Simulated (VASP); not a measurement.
**BaZrO3: convergence with the SCF solver and plane-wave cutoff**

Aim: find what the SCF solver and plane-wave cutoff change for BaZrO3, and what they cost. The series runs use LDA. The SCF solver tried: ALGO = Normal; ALGO = Fast; ALGO = VeryFast; ALGO = All; ALGO = Damped; AMIX = 0.1, BMIX = 0.01; AMIX = 0.8; IMIX = 1, AMIX = 0.2. The plane-wave cutoff tried: ENCUT = 240; ENCUT = 300; ENCUT = 360; ENCUT = 400; ENCUT = 460; ENCUT = 520; ENCUT = 640; ENCUT = 800. The start is a cell from a database of measured crystal structures.

Calculated with VASP 6.6.1; LDA; plane waves and PAW (Ba_sv, Zr_sv, O).

This is a report of a sequence of runs, with most program output left out.

## (1) Set-up

Symmetry: Pm-3m, No. 221, cubic system. Conventional cell: a = 4.191 Å, b = 4.191 Å, c = 4.191 Å, α = 90.00°, β = 90.00°, γ = 90.00°. Nearest to Ba lie 12 O at 2.96 Å. Zr has 6 O at 2.10 Å nearest. Nearest to O lie 2 Zr at 2.10 Å and 4 Ba at 2.96 Å. Farther neighbours and most contacts between anions are not listed.

As a file:

```xyz
5
Lattice="4.1913 0.0000 0.0000 0.0000 4.1913 0.0000 0.0000 0.0000 4.1913" Properties=species:S:1:pos:R:3 pbc="T T T"
Ba    0.0000    0.0000    0.0000
Zr    2.0957    2.0957    2.0957
O     0.0000    2.0957    2.0957
O     2.0957    0.0000    2.0957
O     2.0957    2.0957    0.0000
```

## (2) SCF solver: ALGO = Normal

All solvers should reach one answer; they differ in cycles and robustness. LDA, the lowest rung, knows the local density alone.

INCAR

```
SYSTEM = BaZrO3
PREC = Accurate
ENCUT = 520
EDIFF = 1E-06
NELM = 100
ISMEAR = -1
SIGMA = 0.05
LREAL = .FALSE.
ALGO = Normal
GGA = CA
NBANDS = 26
LASPH = .TRUE.
LORBIT = 11
LWAVE = .FALSE.
LCHARG = .FALSE.
KPAR = 4
ISIF = 2
```

POSCAR

```
BaZrO3
1.0
    4.1913400000      0.0000000000      0.0000000000
    0.0000000000      4.1913400000      0.0000000000
    0.0000000000      0.0000000000      4.1913400000
Ba Zr O
1 1 3
Direct
    0.0000000000      0.0000000000      0.0000000000
    0.5000000000      0.5000000000      0.5000000000
    0.0000000000      0.5000000000      0.5000000000
    0.5000000000      0.0000000000      0.5000000000
    0.5000000000      0.5000000000      0.0000000000
```

KPOINTS

```
Automatic mesh
0
Gamma
5 5 5
0 0 0
```

The projector-augmented-wave data sets are Ba_sv, Zr_sv and O (PBE family, release 64).

Launch:

```
$ mpirun -np 4 vasp_std
```

Elapsed: 5.4 s, on 4 MPI ranks of Intel Xeon Platinum 8259CL at 2.50GHz (Skylake/Cascade Lake), shared host; peak memory 0.63 GiB.

The gap is read on the k-mesh alone, so it is an upper bound where the band edges lie off the mesh. Harder data sets than Ba_sv exist (the GW ones), and pressures, volumes and forces can shift noticeably with them. The PAW data sets were made with PBE, though LDA sets exist; this is a small mismatch.

A gap read on the k-mesh alone can miss the band edges.

This step gave:

- electronic steps: 14
- electrons: 40
- bands: 26
- irreducible k points: 10
- symmetry operations: 48
- free energy (TOTEN): -45.89 eV
- Fermi energy: 4.514 eV
- pressure: -3.640 GPa
- metallic: no
- valence top at k: 0.4, 0.4, 0.4
- conduction bottom at k: 0, 0, 0
- least direct gap at k: 0, 0, 0
- gap on the k-mesh: 3.178 eV
- least direct gap on the k-mesh: 3.287 eV

The series starts at -9.1783 eV an atom and -3.64 GPa, after 14 cycles in 5.4 s.

## (3) SCF solver: ALGO = Fast

Changes to INCAR since step 2:

```diff
@@ -8,3 +8,3 @@
 LREAL = .FALSE.
-ALGO = Normal
+ALGO = Fast
 GGA = CA
```

POSCAR is that of step 2.

KPOINTS is that of step 2.

Launch:

```
$ mpirun -np 4 vasp_std
```

It took 13 s on 4 MPI ranks; peak memory 0.65 GiB; 48 s of CPU time.

Against the first of the series the energy stays within 0.01 meV an atom and the pressure within 0.01 GPa, after 35 cycles in 13 s.

## (4) SCF solver: ALGO = VeryFast

Changes to INCAR since step 3:

```diff
@@ -8,3 +8,3 @@
 LREAL = .FALSE.
-ALGO = Fast
+ALGO = VeryFast
 GGA = CA
```

POSCAR is that of step 3.

KPOINTS is that of step 3.

Launch:

```
$ mpirun -np 4 vasp_std
```

Elapsed: 15 s, on 4 MPI ranks; peak memory 0.65 GiB.

Against the first of the series the energy stays within 0.01 meV an atom; the pressure moves by -0.01 GPa, after 44 cycles in 15 s.

## (5) SCF solver: ALGO = All

Changes to INCAR since step 4:

```diff
@@ -8,3 +8,3 @@
 LREAL = .FALSE.
-ALGO = VeryFast
+ALGO = All
 GGA = CA
```

POSCAR is that of step 4.

KPOINTS is that of step 4.

Launch:

```
$ mpirun -np 4 vasp_std
```

Wall time 9.6 s (4 MPI ranks); peak memory 0.67 GiB.

Against the first of the series the energy stays within 0.01 meV an atom; the pressure moves by +0.01 GPa, after 26 cycles in 9.6 s.

## (6) SCF solver: ALGO = Damped

Changes to INCAR since step 5:

```diff
@@ -8,3 +8,3 @@
 LREAL = .FALSE.
-ALGO = All
+ALGO = Damped
 GGA = CA
```

POSCAR is that of step 5.

KPOINTS is that of step 5.

Launch:

```
$ mpirun -np 4 vasp_std
```

Run time: 26 s. Hardware: 4 MPI ranks; peak memory 0.67 GiB.

The electronic loop ended without reaching EDIFF, so its numbers are not used.

## (7) SCF solver: AMIX = 0.1, BMIX = 0.01

Changes to INCAR since step 6:

```diff
@@ -8,3 +8,3 @@
 LREAL = .FALSE.
-ALGO = Damped
+ALGO = Normal
 GGA = CA
@@ -17 +17,3 @@
 ISIF = 2
+AMIX = 0.1
+BMIX = 0.01
```

POSCAR is that of step 6.

KPOINTS is that of step 6.

Launch:

```
$ mpirun -np 4 vasp_std
```

It took 7 s on 4 MPI ranks; peak memory 0.64 GiB.

Against the first of the series the energy stays within 0.01 meV an atom; the pressure moves by -0.03 GPa, after 19 cycles in 7 s.

## (8) SCF solver: AMIX = 0.8

Changes to INCAR since step 7:

```diff
@@ -17,3 +17,2 @@
 ISIF = 2
-AMIX = 0.1
-BMIX = 0.01
+AMIX = 0.8
```

POSCAR is that of step 7.

KPOINTS is that of step 7.

Launch:

```
$ mpirun -np 4 vasp_std
```

It took 6.2 s on 4 MPI ranks; peak memory 0.65 GiB; 23 s of CPU time.

Against the first of the series the energy stays within 0.01 meV an atom and the pressure within 0.01 GPa, after 16 cycles in 6.2 s.

## (9) SCF solver: IMIX = 1, AMIX = 0.2

Changes to INCAR since step 8:

```diff
@@ -17,2 +17,3 @@
 ISIF = 2
-AMIX = 0.8
+IMIX = 1
+AMIX = 0.2
```

POSCAR is that of step 8.

KPOINTS is that of step 8.

Launch:

```
$ mpirun -np 4 vasp_std
```

The job ended after 11 s (4 MPI ranks; peak memory 0.61 GiB; 40 s of CPU time).

Against the first of the series the energy stays within 0.01 meV an atom; the pressure moves by -0.02 GPa, after 30 cycles in 11 s.

## (10) The SCF solver series as a table

This step: convergence of LDA results with the solver; plane waves and PAW (VASP 6.6.1).

No new run; the numbers come from the runs before.

Differences are taken from the run with ALGO = Normal. Results of the series, by row:

| setting | status | energy less the reference (meV/atom) | pressure (GPa) | gap (eV) | SCF cycles | wall time (s) |
| --- | --- | --- | --- | --- | --- | --- |
| ALGO = Normal | converged | 0 | -3.64 | 3.178 | 14 | 5.4 |
| ALGO = Fast | converged | 6.22e-4 | -3.64 | 3.177 | 35 | 12.6 |
| ALGO = VeryFast | converged | 1.96e-4 | -3.647 | 3.177 | 44 | 15 |
| ALGO = All | converged | 2.64e-4 | -3.635 | 3.177 | 26 | 9.6 |
| ALGO = Damped | not_converged | - | - | - | - | 26 |
| AMIX = 0.1, BMIX = 0.01 | converged | -1.08e-4 | -3.67 | 3.176 | 19 | 7 |
| AMIX = 0.8 | converged | 2.40e-5 | -3.643 | 3.177 | 16 | 6.2 |
| IMIX = 1, AMIX = 0.2 | converged | -7.80e-5 | -3.66 | 3.177 | 30 | 10.6 |

## (11) Plane-wave cutoff: ENCUT = 240

This step: LDA; plane waves and PAW (Ba_sv, Zr_sv, O) (VASP 6.6.1).

The basis grows with ENCUT, and energy and stress both move with it.

Changes to INCAR since step 9:

```diff
@@ -2,3 +2,3 @@
 PREC = Accurate
-ENCUT = 520
+ENCUT = 240
 EDIFF = 1E-06
@@ -17,3 +17 @@
 ISIF = 2
-IMIX = 1
-AMIX = 0.2
```

POSCAR is that of step 9.

KPOINTS is that of step 9.

Launch:

```
$ mpirun -np 4 vasp_std
```

Wall time 3.2 s (4 MPI ranks); peak memory 0.47 GiB; 11 s of CPU time.

This step gave:

```
electronic steps               : 14
free energy (TOTEN)            : -46.48 eV
Fermi energy                   : 4.358 eV
pressure                       : -82.58 GPa
gap on the k-mesh              : 3.249 eV
least direct gap on the k-mesh : 3.552 eV
```

The series starts at -9.2954 eV an atom and -82.58 GPa, after 14 cycles in 3.2 s.

## (12) Plane-wave cutoff: ENCUT = 300

Changes to INCAR since step 11:

```diff
@@ -2,3 +2,3 @@
 PREC = Accurate
-ENCUT = 240
+ENCUT = 300
 EDIFF = 1E-06
```

POSCAR is that of step 11.

KPOINTS is that of step 11.

Launch:

```
$ mpirun -np 4 vasp_std
```

Wall time 3 s (4 MPI ranks); peak memory 0.48 GiB.

Against the run before the energy moves by +71.44 meV an atom and the pressure by +46.71 GPa, after 14 cycles in 3 s.

## (13) Plane-wave cutoff: ENCUT = 360

Changes to INCAR since step 12:

```diff
@@ -2,3 +2,3 @@
 PREC = Accurate
-ENCUT = 300
+ENCUT = 360
 EDIFF = 1E-06
```

POSCAR is that of step 12.

KPOINTS is that of step 12.

Launch:

```
$ mpirun -np 4 vasp_std
```

The job ended after 4.6 s (4 MPI ranks; peak memory 0.53 GiB; 16 s of CPU time).

Against the run before the energy moves by +36.56 meV an atom and the pressure by +21.35 GPa, after 14 cycles in 4.6 s.

## (14) Plane-wave cutoff: ENCUT = 400

Changes to INCAR since step 13:

```diff
@@ -2,3 +2,3 @@
 PREC = Accurate
-ENCUT = 360
+ENCUT = 400
 EDIFF = 1E-06
```

POSCAR is that of step 13.

KPOINTS is that of step 13.

Launch:

```
$ mpirun -np 4 vasp_std
```

Run time: 5 s. Hardware: 4 MPI ranks; peak memory 0.54 GiB; 18 s of CPU time.

Against the run before the energy moves by +6.67 meV an atom and the pressure by +6.18 GPa, after 14 cycles in 5 s.

## (15) Plane-wave cutoff: ENCUT = 460

Changes to INCAR since step 14:

```diff
@@ -2,3 +2,3 @@
 PREC = Accurate
-ENCUT = 400
+ENCUT = 460
 EDIFF = 1E-06
```

POSCAR is that of step 14.

KPOINTS is that of step 14.

Launch:

```
$ mpirun -np 4 vasp_std
```

Run time: 5.8 s. Hardware: 4 MPI ranks; peak memory 0.61 GiB.

Against the run before the energy moves by +1.73 meV an atom and the pressure by +3.91 GPa, after 14 cycles in 5.8 s.

## (16) Plane-wave cutoff: ENCUT = 520

Changes to INCAR since step 15:

```diff
@@ -2,3 +2,3 @@
 PREC = Accurate
-ENCUT = 460
+ENCUT = 520
 EDIFF = 1E-06
```

POSCAR is that of step 15.

KPOINTS is that of step 15.

Launch:

```
$ mpirun -np 4 vasp_std
```

The job ended after 5.4 s (4 MPI ranks; peak memory 0.64 GiB).

Against the run before the energy moves by +0.67 meV an atom and the pressure by +0.78 GPa, after 14 cycles in 5.4 s.

## (17) Plane-wave cutoff: ENCUT = 640

Changes to INCAR since step 16:

```diff
@@ -2,3 +2,3 @@
 PREC = Accurate
-ENCUT = 520
+ENCUT = 640
 EDIFF = 1E-06
```

POSCAR is that of step 16.

KPOINTS is that of step 16.

Launch:

```
$ mpirun -np 4 vasp_std
```

It took 7.8 s on 4 MPI ranks; peak memory 0.75 GiB; 29 s of CPU time.

Against the run before the energy moves by -0.93 meV an atom and the pressure by -0.13 GPa, after 14 cycles in 7.8 s.

## (18) Plane-wave cutoff: ENCUT = 800

Changes to INCAR since step 17:

```diff
@@ -2,3 +2,3 @@
 PREC = Accurate
-ENCUT = 640
+ENCUT = 800
 EDIFF = 1E-06
```

POSCAR is that of step 17.

KPOINTS is that of step 17.

Launch:

```
$ mpirun -np 4 vasp_std
```

Elapsed: 14 s, on 4 MPI ranks; peak memory 0.86 GiB; 52 s of CPU time.

Against the run before the energy moves by -0.68 meV an atom and the pressure by +0.15 GPa, after 14 cycles in 14 s.

## (19) The plane-wave cutoff series as a table

This step: convergence of LDA results with the cutoff; plane waves and PAW (VASP 6.6.1).

No new run; the numbers come from the runs before.

Differences are taken from the run with ENCUT = 800. Results of the series, by row:

| setting | status | energy less the reference (meV/atom) | pressure (GPa) | gap (eV) | SCF cycles | wall time (s) |
| --- | --- | --- | --- | --- | --- | --- |
| ENCUT = 240 | converged | -115.5 | -82.58 | 3.249 | 14 | 3.2 |
| ENCUT = 300 | converged | -44.04 | -35.87 | 3.213 | 14 | 3 |
| ENCUT = 360 | converged | -7.472 | -14.52 | 3.196 | 14 | 4.6 |
| ENCUT = 400 | converged | -0.7993 | -8.333 | 3.189 | 14 | 5 |
| ENCUT = 460 | converged | 0.9295 | -4.422 | 3.179 | 14 | 5.8 |
| ENCUT = 520 | converged | 1.604 | -3.64 | 3.178 | 14 | 5.4 |
| ENCUT = 640 | converged | 0.677 | -3.77 | 3.179 | 14 | 7.8 |
| ENCUT = 800 | converged | 0 | -3.616 | 3.18 | 14 | 13.6 |

## (20) Results

```
fewest SCF cycles                                                                 : ALGO = Normal (14)
most SCF cycles among converged runs                                              : ALGO = VeryFast (44)
spread of the pressure over the SCF solver                                        : 0.0358 GPa
spread of the energy over the SCF solver                                          : 7.3e-4 meV/atom
plane-wave cutoff from which the energy stays within 10 meV/atom of the reference : ENCUT = 360
plane-wave cutoff from which the energy stays within 1 meV/atom of the reference  : ENCUT = 640
plane-wave cutoff from which the pressure stays within 0.2 GPa of the reference   : ENCUT = 520
spread of the pressure over the plane-wave cutoff                                 : 79.0 GPa
spread of the energy over the plane-wave cutoff                                   : 117 meV/atom
```

In words: All SCF solvers that converged agree within 0.05 meV an atom. No setting beats the 5.4 s of ALGO = Normal by a fifth or more; the slowest converged run is ALGO = VeryFast, at 15 s. On a shared host such times are rough. From ENCUT = 640 on, the energy stays within 1 meV an atom of the reference, at 57 % of its time. The pressure holds within 0.2 GPa from ENCUT = 520 on. These cutoffs are 0.6 to 2 times the default of the data sets, about 400 eV; at the default the run is off by -0.8 meV an atom, -4.72 GPa, and at 1.3 times by +1.6 meV an atom, -0.02 GPa. Energy differences between like cells converge faster than these totals. Differences are taken from the run with ENCUT = 800, which is itself not the exact limit. ALGO = Damped did not converge. Forces vanish by symmetry in this cell, so the series can't test them. The runs at ENCUT = 240; ENCUT = 300; ENCUT = 360; ENCUT = 400 are over 30 meV an atom or 2 GPa off and describe the material poorly.

[Lines on the potential files, build, host, timing and source positions are cut from VASP's logs without a mark.]

[Logs are printed without paths, hosts, clocks, repeated set-up lines and the standing remarks that a program may print on its own settings, such as how far it seeks lower states.]

[Hosts, paths, dates, database ids (printed as entryN), source tags and the programs' standing remarks are cut or masked in the printed files.]

[A measured line is paired with the nearest computed mode of its activity, which favours agreement.]
